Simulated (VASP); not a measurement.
Computed with PBEsol GGA, VASP's PBE PAW potentials (set 64) (plane waves; VASP).

A VASP calculation is set up with these files.

File POSCAR:
```
Ir
1
    0.0000000000     1.9166122003     1.9166122003
    1.9166122003    -0.0000000000     1.9166122003
    1.9166122003     1.9166122003     0.0000000000
Ir
1
Direct
  0.0000000000   0.0000000000   0.0000000000
```

**INCAR**
```
SYSTEM = Ir
PREC = Accurate
ENCUT = 480
EDIFF = 1E-7
NELM = 100
ALGO = Normal
LREAL = .FALSE.
LASPH = .TRUE.
ISMEAR = 1
SIGMA = 0.1
GGA = PS
LMAXMIX = 6
LWAVE = .FALSE.
LCHARG = .FALSE.
ISIF = 3
IBRION = 2
NSW = 40
EDIFFG = -0.01
PSTRESS = 10
```

KPOINTS:
```
Automatic
0
gamma
  16 16 16
0 0 0
```

POTCAR, in this order: Ir (PBE.64 set). Program: vasp_std.

The resulting files:

### OUTCAR
```
 ion  position               nearest neighbor table
   1  0.000  0.000  0.000-
  LATTYP: Found a face centered cubic cell.
 ALAT       =     3.8332244006
 Subroutine PRICEL returns:
 Original cell was already a primitive cell.
 Subroutine GETGRP returns: Found 48 space group operations
The static configuration has the point symmetry O_h .
The dynamic configuration has the point symmetry O_h .
 Subroutine INISYM returns: Found 48 space group operations
 Subroutine IBZKPT returns following result:
 Found    145 irreducible k-points:

 Following reciprocal coordinates:
            Coordinates               Weight
  0.000000  0.000000  0.000000      1.000000
  0.062500  0.000000  0.000000      8.000000
  0.125000  0.000000  0.000000      8.000000
  0.187500  0.000000  0.000000      8.000000
  0.250000  0.000000  0.000000      8.000000
  0.312500  0.000000  0.000000      8.000000
  0.375000  0.000000  0.000000      8.000000
  0.437500  0.000000  0.000000      8.000000
  0.500000  0.000000  0.000000      4.000000
  0.062500  0.062500  0.000000      6.000000
  0.125000  0.062500  0.000000     24.000000
  0.187500  0.062500  0.000000     24.000000
  0.250000  0.062500  0.000000     24.000000
  0.312500  0.062500  0.000000     24.000000
  0.375000  0.062500  0.000000     24.000000
  0.437500  0.062500  0.000000     24.000000
  0.500000  0.062500  0.000000     24.000000
 -0.437500  0.062500  0.000000     24.000000
 -0.375000  0.062500  0.000000     24.000000
 -0.312500  0.062500  0.000000     24.000000
 -0.250000  0.062500  0.000000     24.000000
 -0.187500  0.062500  0.000000     24.000000
 -0.125000  0.062500  0.000000     24.000000
 -0.062500  0.062500  0.000000     12.000000
  0.125000  0.125000  0.000000      6.000000
...
```

**OSZICAR**
```
       N       E                     dE             d eps       ncg     rms          rms(c)
DAV:   1     0.407529317241E+02    0.40753E+02   -0.43175E+03  2392   0.967E+02
DAV:   2    -0.984908412480E+01   -0.50602E+02   -0.48639E+02  2328   0.203E+02
DAV:   3    -0.104338067463E+02   -0.58472E+00   -0.58021E+00  3304   0.294E+01
DAV:   4    -0.104375775027E+02   -0.37708E-02   -0.37707E-02  3032   0.173E+00
DAV:   5    -0.104376030401E+02   -0.25537E-04   -0.25537E-04  3424   0.890E-02    0.160E+01
DAV:   6    -0.991213111389E+01    0.52547E+00   -0.11099E+00  2712   0.146E+01    0.639E+00
DAV:   7    -0.981677092251E+01    0.95360E-01   -0.33044E-01  3048   0.734E+00    0.157E+00
DAV:   8    -0.981163391660E+01    0.51370E-02   -0.16305E-03  2528   0.624E-01    0.819E-01
DAV:   9    -0.980944227022E+01    0.21916E-02   -0.14898E-03  2968   0.666E-01    0.227E-02
DAV:  10    -0.980944382610E+01   -0.15559E-05   -0.54177E-06  3128   0.288E-02    0.695E-03
DAV:  11    -0.980944480707E+01   -0.98097E-06   -0.51483E-07  3096   0.583E-03    0.574E-04
DAV:  12    -0.980944478788E+01    0.19188E-07   -0.60197E-09  1576   0.867E-04
   1 F= -.97215583E+01 E0= -.97214685E+01  d E =-.972156E+01
       N       E                     dE             d eps       ncg     rms          rms(c)
DAV:   1    -0.981172370575E+01   -0.22789E-02   -0.15193E-01  2472   0.647E+00    0.644E-01
DAV:   2    -0.980821843435E+01    0.35053E-02   -0.88607E-03  2600   0.131E+00    0.213E-01
DAV:   3    -0.980782704293E+01    0.39139E-03   -0.17502E-03  2792   0.535E-01    0.618E-02
DAV:   4    -0.980783148431E+01   -0.44414E-05   -0.41501E-05  3080   0.616E-02    0.284E-03
DAV:   5    -0.980783158841E+01   -0.10410E-06   -0.35220E-07  2840   0.601E-03    0.174E-03
DAV:   6    -0.980783182893E+01   -0.24052E-06   -0.10019E-07  2672   0.199E-03    0.229E-04
DAV:   7    -0.980783182384E+01    0.50856E-08   -0.33128E-09  1248   0.529E-04
   2 F= -.97207288E+01 E0= -.97206352E+01  d E =0.829483E-03
       N       E                     dE             d eps       ncg     rms          rms(c)
DAV:   1    -0.981181960503E+01   -0.39878E-02   -0.96514E-02  2464   0.516E+00    0.493E-01
DAV:   2    -0.980960107165E+01    0.22185E-02   -0.56671E-03  2584   0.104E+00    0.177E-01
DAV:   3    -0.980934405274E+01    0.25702E-03   -0.11471E-03  2784   0.431E-01    0.530E-02
DAV:   4    -0.980934240555E+01    0.16472E-05   -0.24082E-05  3048   0.522E-02    0.364E-03
DAV:   5    -0.980934261999E+01   -0.21444E-06   -0.49391E-07  2992   0.643E-03    0.123E-03
DAV:   6    -0.980934266739E+01   -0.47400E-07   -0.25041E-08  1560   0.123E-03
   3 F= -.97216154E+01 E0= -.97215248E+01  d E =-.570840E-04
```

OUTCAR:
```
------------------------ aborting loop because EDIFF is reached ----------------------------------------
  FORCE on cell =-STRESS in cart. coord.  units (eV):
  Direction    XX          YY          ZZ          XY          YZ          ZX
  --------------------------------------------------------------------------------------
  Total        0.0883550      0.0883550      0.0883550      0.0000000      0.0000000     -0.0000000
  in kB       10.0715563     10.0715563     10.0715563      0.0000000      0.0000000     -0.0000000
  external PRESSURE =       0.0715563 kB  Pullay stress =      10.0000000 kB
  volume of cell :       14.06
      direct lattice vectors                 reciprocal lattice vectors
     0.000000000  1.915454200  1.915454200    -0.261034693  0.261034693  0.261034693
     1.915454200  0.000000000  1.915454200     0.261034693 -0.261034693  0.261034693
     1.915454200  1.915454200 -0.000000000     0.261034693  0.261034693 -0.261034693
 POSITION                                       TOTAL-FORCE (eV/Angst)
 -----------------------------------------------------------------------------------
      0.00000      0.00000      0.00000        -0.000000     -0.000000     -0.000000
 -----------------------------------------------------------------------------------
    total drift:                                0.000000     -0.000000     -0.000000
  FREE ENERGIE OF THE ION-ELECTRON SYSTEM (eV)
  ---------------------------------------------------
  free  energy   TOTEN  =        -9.8093426674 eV

  energy  without entropy=       -9.8090709995  energy(sigma->0) =       -9.80925211
  enthalpy is  TOTEN    =        -9.7216153742 eV   P V=        0.0877272932

 reached required accuracy - stopping structural energy minimisation
```
(Selected blocks of OUTCAR.)

File CONTCAR:
```
Ir
   1.00000000000000
     0.0000000000000000    1.9154542000040493    1.9154542000040493
     1.9154542000040493    0.0000000000000000    1.9154542000040493
     1.9154542000040493    1.9154542000040493   -0.0000000000000000
  Ir
     1
Direct
     0.0000000000000000    0.0000000000000000    0.0000000000000000
```

The compound is Ir in the fcc structure. This run relaxes it under an external pressure of 1 GPa. Symmetry was kept, so distortions that lower it aren't found.
